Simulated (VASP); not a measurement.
# CsMg6Al (Amm2) in VASP: reference runs

Aim: a first look at CsMg6Al with PBE, on the cell as given and on a disturbed one.

All numbers are computed with VASP 6.6.1; they aren't measurements. Logs are shortened: lines on timing, memory, paths and dates and some standing lists are left out, and cuts for length are marked.

### 1 The crystal as given

It takes space group Amm2 (No. 38, orthorhombic). The conventional cell has a = 5.121 Å, b = 6.086 Å, c = 17.779 Å, α = 90.00°, β = 90.00°, γ = 90.00°. Cs (site symmetry mm2) has 2 Al at 3.98 Å and 8 Mg at 4.11 to 4.22 Å as nearest neighbours. Around Al (site symmetry mm2) lie 6 Mg at 2.85 to 2.99 Å. Around Mg (site symmetry mm2) lie 8 Mg at 3.05 to 3.14 Å. Mg (site symmetry mm2) is surrounded by 8 Mg at 3.05 to 3.35 Å. Mg (site symmetry m) has 2 Al at 2.99 Å and 6 Mg at 3.02 to 3.35 Å as nearest neighbours. Around Mg (site symmetry m) lie 1 Al at 2.85 Å and 6 Mg at 2.99 to 3.11 Å.

The cell comes from a database or a generator and needn't be the stable form of this composition.

### 2 Single point, PBE

INCAR

```
ALGO = Normal ; EDIFF = 1E-7
ENCUT = 520 ; GGA = PE
ISIF = 2 ; ISMEAR = -1
LASPH = T ; LCHARG = T
LELF = T ; LREAL = F
LVHAR = T ; LWAVE = F
NBANDS = 22 ; NELM = 100
PREC = Accurate ; SIGMA = 0.05
```

KPOINTS

```
k-points
0
Gamma
  5 5 5
```

POSCAR

```
CsMg6Al
1.0
    5.1210550000      0.0000000000      0.0000000000
    0.0000000000      3.0427573716      8.8897102665
    0.0000000000     -3.0427573716      8.8897102665
Cs Al Mg
1 1 6
Direct
    0.5000000000      0.7101150000      0.7101150000
    0.5000000000      0.0655895000      0.0655895000
    0.0000000000      0.8912625000      0.8912625000
    0.0000000000      0.3783990000      0.3783990000
    0.0000000000      0.7976100000      0.2946150000
    0.0000000000      0.2946150000      0.7976100000
    0.5000000000      0.6767660000      0.1856390000
    0.5000000000      0.1856390000      0.6767660000
```

Potentials or basis: VASP PAW PBE potentials, release 64 (Cs_sv, Al, Mg).

Launch:

```sh
$ cat potpaw_PBE.64/Cs_sv/POTCAR potpaw_PBE.64/Al/POTCAR potpaw_PBE.64/Mg/POTCAR > POTCAR
$ mpirun -np 1 vasp_std > vasp.out
```

OUTCAR:

```text
EDIFF = 1E-7
   ENCUT = 520
   GGA = PE
   ISIF = 2
   ISMEAR = -1
   LASPH = T
   LREAL = F
   NELM = 100
   PREC = Accurate

 ion  position               nearest neighbor table
   1  0.500  0.710  0.710-
   2  0.500  0.066  0.066-   7 2.85   8 2.85   5 2.99   6 2.99   5 2.99   6 2.99
   3  0.000  0.891  0.891-   4 3.05   4 3.05   7 3.08   8 3.08   7 3.08   8 3.08   5 3.14   6 3.14

   4  0.000  0.378  0.378-   3 3.05   3 3.05   7 3.11   8 3.11   7 3.11   8 3.11   5 3.35   6 3.35

   5  0.000  0.798  0.295-   2 2.99   2 2.99   6 3.02   6 3.06   3 3.14   7 3.28   7 3.28   4 3.35

   6  0.000  0.295  0.798-   2 2.99   2 2.99   5 3.02   5 3.06   3 3.14   8 3.28   8 3.28   4 3.35

   7  0.500  0.677  0.186-   2 2.85   8 2.99   3 3.08   3 3.08   8 3.10   4 3.11   4 3.11   5 3.28
                             5 3.28
   8  0.500  0.186  0.677-   2 2.85   7 2.99   3 3.08   3 3.08   7 3.10   4 3.11   4 3.11   6 3.28
                             6 3.28

  LATTYP: Found a base centered orthorhombic cell.
 ALAT       =     6.0855147432
 B/A-ratio  =     2.9215968218
 C/A-ratio  =     0.8415155030

  Lattice vectors:

 A1 = (   0.0000000000,   3.0427573716,  -8.8897102665)
 A2 = (   0.0000000000,   3.0427573716,   8.8897102665)
 A3 = (   5.1210550000,   0.0000000000,   0.0000000000)

Analysis of symmetry for initial positions (statically):
=====================================================================
 Subroutine PRICEL returns:
 Original cell was already a primitive cell.

 Routine SETGRP: Setting up the symmetry group for a
 base centered orthorhombic supercell.

 Subroutine GETGRP returns: Found  4 space group operations
 (whereof  4 operations were pure point group operations)
 out of a pool of  8 trial point group operations.

The static configuration has the point symmetry C_2v.

Analysis of symmetry for dynamics (positions and initial velocities):
=====================================================================
 Subroutine PRICEL returns:
 Original cell was already a primitive cell.

 Routine SETGRP: Setting up the symmetry group for a
 base centered orthorhombic supercell.

 Subroutine GETGRP returns: Found  4 space group operations
 (whereof  4 operations were pure point group operations)
 out of a pool of  8 trial point group operations.

The dynamic configuration has the point symmetry C_2v.

 Subroutine INISYM returns: Found  4 space group operations
 (whereof  4 operations are pure point group operations),
 and found     1 'primitive' translations

----------------------------------------------------------------------------------------

                                     Primitive cell

  volume of cell :     277.0412

  direct lattice vectors                    reciprocal lattice vectors
     5.121055000  0.000000000  0.000000000     0.195272263  0.000000000  0.000000000
     0.000000000  3.042757372  8.889710266     0.000000000  0.164324637  0.056244803
     0.000000000 -3.042757372  8.889710266     0.000000000 -0.164324637  0.056244803

  length of vectors
     5.121055000  9.396026875  9.396026875     0.195272263  0.173683805  0.173683805

  position of ions in fractional coordinates (direct lattice)
     0.500000000  0.710115000  0.710115000
     0.500000000  0.065589500  0.065589500
     0.000000000  0.891262500  0.891262500
     0.000000000  0.378399000  0.378399000
     0.000000000  0.797610000  0.294615000
     0.000000000  0.294615000  0.797610000
     0.500000000  0.676766000  0.185639000
     0.500000000  0.185639000  0.676766000

  ion indices of the primitive-cell ions
   primitive index   ion index
                 1           1
                 2           2
                 3           3
                 4           4
                 5           5
                 6           6
                 7           7
                 8           8

----------------------------------------------------------------------------------------

 KPOINTS: k-points

Automatic generation of k-mesh.
 Grid dimensions read from file:
 generate k-points for:    5    5    5

 Generating k-lattice:

  Cartesian coordinates                     Fractional coordinates (reciprocal lattice)
     0.039054453  0.000000000  0.000000000     0.200000000  0.000000000  0.000000000
     0.000000000  0.032864927  0.011248961     0.000000000  0.200000000 -0.000000000
     0.000000000 -0.032864927  0.011248961     0.000000000 -0.000000000  0.200000000

  Length of vectors
     0.039054453  0.034736761  0.034736761

  Shift w.r.t. Gamma in fractional coordinates (k-lattice)
     0.000000000  0.000000000  0.000000000

 Subroutine IBZKPT returns following result:
 ===========================================

 Found     27 irreducible k-points:

 Following reciprocal coordinates:
            Coordinates               Weight
  0.000000  0.000000  0.000000      1.000000
  0.200000  0.000000  0.000000      2.000000
  0.400000  0.000000  0.000000      2.000000
  0.000000  0.200000  0.000000      4.000000
  0.200000  0.200000  0.000000      8.000000
  0.400000  0.200000  0.000000      8.000000
[... 16 lines left out ...]
  0.200000  0.400000  0.400000      4.000000
  0.400000  0.400000  0.400000      4.000000
 [... further k-points ...]
   k-points           NKPTS =     27   k-points in BZ     NKDIM =     27   number of bands    NBANDS=     22
   number of dos      NEDOS =    301   number of ions     NIONS =      8
   total plane-waves  NPLWV = 196000
   dimension x,y,z NGX =    40 NGY =   70 NGZ =   70
   dimension x,y,z NGXF=    80 NGYF=  140 NGZF=  140
   ions per type =               1   1   6
   NGX,Y,Z   is equivalent  to a cutoff of  12.99, 12.39, 12.39 a.u.
   NGXF,Y,Z  is equivalent  to a cutoff of  25.97, 24.77, 24.77 a.u.
 SYSTEM =  unknown system
   PREC   = accura    normal or accurate (medium, high low for compatibility)
   ISTART =      0    job   : 0-new  1-cont  2-samecut
   ICHARG =      2    charge: 1-file 2-atom 10-const
   ISPIN  =      1    spin polarized calculation?
   LNONCOLLINEAR =      F non collinear calculations
   LSORBIT =      F    spin-orbit coupling
   LASPH  =      T    aspherical Exc in radial PAW
   ENCUT  =  520.0 eV  38.22 Ry    6.18 a.u.   9.52 17.47 17.47*2*pi/ulx,y,z
   NELM   =    100;   NELMIN=  2; NELMDL= -5     # of ELM steps
   EDIFF  = 0.1E-06   stopping-criterion for ELM
   LREAL  =      F    real-space projection
   EDIFFG = 0.1E-05   stopping-criterion for IOM
   NSW    =      0    number of steps for IOM
   IBRION =     -1    ionic relax: 0-MD 1-quasi-New 2-CG
   NFREE  =      0    steps in history (QN), initial steepest desc. (CG)
   ISIF   =      2    stress and relaxation
   ISYM   =      2    0-nonsym 1-usesym 2-fastsym
   POTIM  = 0.5000    time-step for ionic-motion
   TEBEG  =    0.0;   TEEND  =   0.0 temperature during run
   PSTRESS=    0.0 pullay stress
   NELECT =      24.0000    total number of electrons
   NUPDOWN=      -1.0000    fix difference up-down
   EMIN   =  10.00;   EMAX   =-10.00  energy-range for DOS
   EFERMI =   0.00;   METHOD = LEGACY
   ISMEAR =    -1;   SIGMA  =   0.05  broadening in eV -4-tet -1-fermi 0-gaus
   EFERMI_NEDOS =   21; number of points for ismear=-14 and -15
   IALGO  =     38    algorithm
   IMIX   =      4    mixing-type and parameters
     AMIX     =   0.40;   BMIX     =  1.00
     AMIX_MAG =   1.60;   BMIX_MAG =  1.00
  volume/ion in A,a.u.               =      34.63       233.70
  Fermi-wavevector in a.u.,A,eV,Ry     =   0.724376  1.368871  7.139248  0.524720
  Thomas-Fermi vector in A             =   1.814829
   LORBIT       =      0    0 simple, 1 ext, 2 COOP (PROOUT), +10 PAW based schemes
   GGA     = PE    functional components
   LHFCALC =     F    Hartree Fock is set to
   AEXX    =    0.0000 exact exchange contribution
   IVDW    =     0    specifies the selected vdW correction
   LEPSILON=     F    determine dielectric tensor
   LRPA    =     F    only Hartree local field effects (RPA)
 non-spin polarized calculation
  energy-cutoff  :      520.00
  volume of cell :      277.04
 maximum number of plane-waves:      7488
 NGX is ok and might be reduce to    40
   NGX = 19   NGY = 35   NGZ = 35

 number of electron      24.0000001 magnetization

 Free energy of the ion-electron system (eV)
  ---------------------------------------------------
  ext. energy  EPLUGINS =         0.00000000
  ---------------------------------------------------
  free energy    TOTEN  =       -12.00217540 eV

  energy without entropy =      -11.95283491  energy(sigma->0) =      -11.97750516

 E-fermi :   1.3743     XC(G=0):  -7.3009

 val. band max:        1.3650626550   @ k =   0.0000   0.4000   0.2000
 cond. band min:       1.3938009767   @ k =   0.0000  -0.4000   0.4000
 fundamental gap:      0.0287383218
 Fermi energy:         1.3743256648

 k-point     1 :       0.0000    0.0000    0.0000
  band No.  band energies     occupation
      1     -21.2334      2.00000
      2      -8.0844      2.00000
      3      -8.0729      2.00000
      4      -8.0638      2.00000
      5      -5.0780      2.00000
      6      -2.8451      2.00000
[... 14 lines left out ...]
     21       4.3807      0.00000
     22       5.0293      0.00000

 k-point     2 :       0.2000    0.0000    0.0000
  band No.  band energies     occupation
      1     -21.2316      2.00000
      2      -8.1187      2.00000
      3      -8.0742      2.00000
      4      -8.0673      2.00000
      5      -4.8577      2.00000
      6      -2.6923      2.00000
[... 14 lines left out ...]
     21       4.4050      0.00000
     22       4.6794      0.00000

 k-point     3 :       0.4000    0.0000    0.0000
  band No.  band energies     occupation
      1     -21.2286      2.00000
      2      -8.2042      2.00000
      3      -8.0582      2.00000
      4      -8.0578      2.00000
      5      -4.2362      2.00000
      6      -3.0605      2.00000
[... 14 lines left out ...]
     21       4.8104      0.00000
     22       4.8649      0.00000

 k-point     4 :       0.0000    0.2000    0.0000
  band No.  band energies     occupation
      1     -21.2333      2.00000
      2      -8.0882      2.00000
      3      -8.0795      2.00000
      4      -8.0631      2.00000
      5      -4.9469      2.00000
      6      -2.9107      2.00000
[... 14 lines left out ...]
     21       4.6548      0.00000
     22       4.8170      0.00000

 k-point     5 :       0.2000    0.2000    0.0000
  band No.  band energies     occupation
      1     -21.2314      2.00000
      2      -8.1176      2.00000
      3      -8.0812      2.00000
      4      -8.0703      2.00000
      5      -4.7305      2.00000
      6      -2.7423      2.00000
[... 417 lines left out ...]
 k-point    22 :       0.0000    0.4000    0.4000
  band No.  band energies     occupation
      1     -21.2334      2.00000
      2      -8.0899      2.00000
      3      -8.0730      2.00000
      4      -8.0638      2.00000
      5      -5.0079      2.00000
      6      -3.0413      2.00000
[... 14 lines left out ...]
     21       5.0696      0.00000
     22       5.0728      0.00000

 k-point    23 :       0.2000    0.4000    0.4000
  band No.  band energies     occupation
      1     -21.2316      2.00000
      2      -8.1185      2.00000
      3      -8.0786      2.00000
      4      -8.0674      2.00000
      5      -4.7966      2.00000
      6      -2.8567      2.00000
[... 14 lines left out ...]
     21       4.6938      0.00000
     22       4.8788      0.00000

 k-point    24 :       0.4000    0.4000    0.4000
  band No.  band energies     occupation
      1     -21.2286      2.00000
      2      -8.2037      2.00000
      3      -8.0605      2.00000
      4      -8.0583      2.00000
      5      -4.1900      2.00000
      6      -3.0765      2.00000
[... 14 lines left out ...]
     21       4.3507      0.00000
     22       4.9399      0.00000

 [... further k-points ...]

------------------------ aborting loop because EDIFF is reached ----------------------------------------

  FORCE on cell =-STRESS in cart. coord.  units (eV):
  Direction    XX          YY          ZZ          XY          YZ          ZX
  --------------------------------------------------------------------------------------
  -------------------------------------------------------------------------------------
  Total       -1.4133346      1.9749379      0.1436925      0.0000000      0.0000000      0.0000000
  in kB       -8.1735593     11.4214082      0.8309987      0.0000000      0.0000000      0.0000000
  external PRESSURE =       1.3596159 kB  Pullay stress =       0.0000000 kB

 VOLUME and BASIS-vectors are now :
 -----------------------------------------------------------------------------
  energy-cutoff  :      520.00
  volume of cell :      277.04
      direct lattice vectors                 reciprocal lattice vectors
     5.121055000  0.000000000  0.000000000     0.195272263  0.000000000  0.000000000
     0.000000000  3.042757372  8.889710266     0.000000000  0.164324637  0.056244803
     0.000000000 -3.042757372  8.889710266     0.000000000 -0.164324637  0.056244803

 POSITION                                       TOTAL-FORCE (eV/Angst)
 -----------------------------------------------------------------------------------
      2.56053      0.00000     12.62543         0.000000      0.000000     -0.012211
      2.56053      0.00000      1.16614         0.000000      0.000000     -0.090167
      0.00000      0.00000     15.84613         0.000000      0.000000      0.000539
      0.00000      0.00000      6.72771         0.000000      0.000000      0.092936
      0.00000      1.53049      9.70956         0.000000     -0.032172     -0.042913
      0.00000     -1.53049      9.70956         0.000000      0.032172     -0.042913
      2.56053      1.49438      7.66653         0.000000     -0.082997      0.047365
      2.56053     -1.49438      7.66653         0.000000      0.082997      0.047365
 -----------------------------------------------------------------------------------
    total drift:                                0.000000     -0.000000      0.000728

  FREE ENERGIE OF THE ION-ELECTRON SYSTEM (eV)
  ---------------------------------------------------
  free  energy   TOTEN  =       -12.0021753975 eV

  energy  without entropy=      -11.9528349131  energy(sigma->0) =      -11.97750516
```

It took 5.3 min on 1 thread of Intel Xeon Platinum 8259CL at 2.50GHz (Skylake/Cascade Lake), shared host; peak memory 0.55 GiB.

Results:

| Property | Result |
| --- | --- |
| Free energy | -12.0022 eV |
| Pressure | 0.1 GPa |
| Largest force | 0.096 eV/Å |
| Band gap on the k mesh | none (metal or under the smearing width) |

Forces in eV/Å, atoms in the order of the input:
```
Cs   0.000  0.000 -0.012
Al   0.000  0.000 -0.090
Mg   0.000  0.000  0.001
Mg   0.000  0.000  0.093
Mg   0.000 -0.032 -0.043
Mg   0.000  0.032 -0.043
Mg   0.000 -0.083  0.047
Mg   0.000  0.083  0.047
```

The run has no spin-orbit coupling, so splittings on Cs are missing.

### 3 Single point, PBE (atoms moved at random, drawn with an rms of 0.05 Å)

INCAR

```
  ALGO = Normal
  EDIFF = 1E-7
  ENCUT = 520
  GGA = PE
  ISIF = 2
  ISMEAR = -1
  LASPH = T
  LCHARG = F
  LREAL = F
  LWAVE = F
  NBANDS = 22
  NELM = 80
  PREC = Accurate
  SIGMA = 0.05
```

KPOINTS is that of step 2.

POSCAR

```
CsMg6Al
1.0
    5.1210550000      0.0000000000      0.0000000000
    0.0000000000      3.0427573716      8.8897102665
    0.0000000000     -3.0427573716      8.8897102665
Cs Al Mg
1 1 6
Direct
    0.5027910000      0.6982610000      0.7223050000
    0.4984570000      0.0689660000      0.0612830000
   -0.0048540000      0.8936350000      0.8925380000
    0.0025860000      0.3809560000      0.3764020000
    0.0028070000      0.7936570000      0.2999990000
    0.0051860000      0.2914780000      0.7998940000
    0.5025140000      0.6729010000      0.1844270000
    0.4858100000      0.1836630000      0.6827040000
```

Potentials or basis: VASP PAW PBE potentials, release 64 (Cs_sv, Al, Mg).

Launch:

```sh
$ cat potpaw_PBE.64/Cs_sv/POTCAR potpaw_PBE.64/Al/POTCAR potpaw_PBE.64/Mg/POTCAR > POTCAR
$ mpirun -np 1 vasp_std > vasp.out
```

It took 11 min on 1 thread of Intel Xeon Platinum 8259CL at 2.50GHz (Skylake/Cascade Lake), shared host; peak memory 0.72 GiB.

The run converged. Its results:

* Free energy: -11.9783 eV
* Pressure: 0.2 GPa
* Largest force: 0.320 eV/Å
* Band gap on the k mesh: none (metal or under the smearing width)

Forces in eV/Å, atoms in the order of the input:
```
Cs  -0.006  0.041 -0.007
Al   0.089 -0.202 -0.050
Mg  -0.013 -0.004 -0.050
Mg  -0.093 -0.070  0.090
Mg  -0.020  0.025 -0.051
Mg  -0.124  0.051  0.000
Mg  -0.042 -0.068  0.151
Mg   0.210  0.227 -0.083
```

Stress tensor (GPa, compression positive):
```
-0.70  0.01  0.03
 0.01  1.17 -0.07
 0.03 -0.07  0.19
```

Levels at points of the mesh, in eV from the Fermi level:
```csv
k point,band 10,band 11,band 12,band 13,band 14,band 15
"(0.00, 0.00, 0.00)",-1.08,-0.68,-0.18,0.20,0.71,1.69
```
